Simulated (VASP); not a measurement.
Crystal: Pt.

```
CELL_PARAMETERS angstrom
0.00000 1.96090 1.96090
1.96090 0.00000 1.96090
1.96090 1.96090 0.00000
ATOMIC_POSITIONS crystal
Pt 0.00000 0.00000 0.00000
```

- Program: VASP 6.6.1
- Task: relaxation of cell and atoms
- Functional: PBE
- Potentials or basis: VASP PAW PBE potentials, release 64 (Pt)
- Cutoff: 520 eV
- k mesh: 18 × 18 × 18
- Occupations: gaussian, width 0.1 eV
- Spin: no spin polarisation

At the start: pressure 9.5 GPa; volume 15.08 Å³/atom.

Task: Where does the relaxation end?

Result: Over 3 steps the energy falls by 15.2 meV/atom and the volume is 15.63 Å³/atom (+3.7 %); space group Fm-3m (No. 225, to 0.05 Å).

Step by step:
| step | energy change (eV) | largest force (eV/Å) | pressure (GPa) | volume (Å³) |
| --- | --- | --- | --- | --- |
| 1 | 0.0000 | 0.0000 | 9.52 | 15.08 |
| 2 | 0.0772 | 0.0000 | -17.70 | 17.12 |
| 3 | -0.0152 | 0.0000 | -0.30 | 15.63 |

Final structure:
```cif
data_structure
_symmetry_space_group_name_H-M 'P 1'
_symmetry_Int_Tables_number 1
_cell_length_a 2.8066
_cell_length_b 2.8066
_cell_length_c 2.8066
_cell_angle_alpha 60.000
_cell_angle_beta 60.000
_cell_angle_gamma 60.000
_cell_volume 15.63
loop_
_atom_site_label
_atom_site_type_symbol
_atom_site_fract_x
_atom_site_fract_y
_atom_site_fract_z
_atom_site_occupancy
Pt1 Pt 0.00000 0.00000 0.00000 1
```
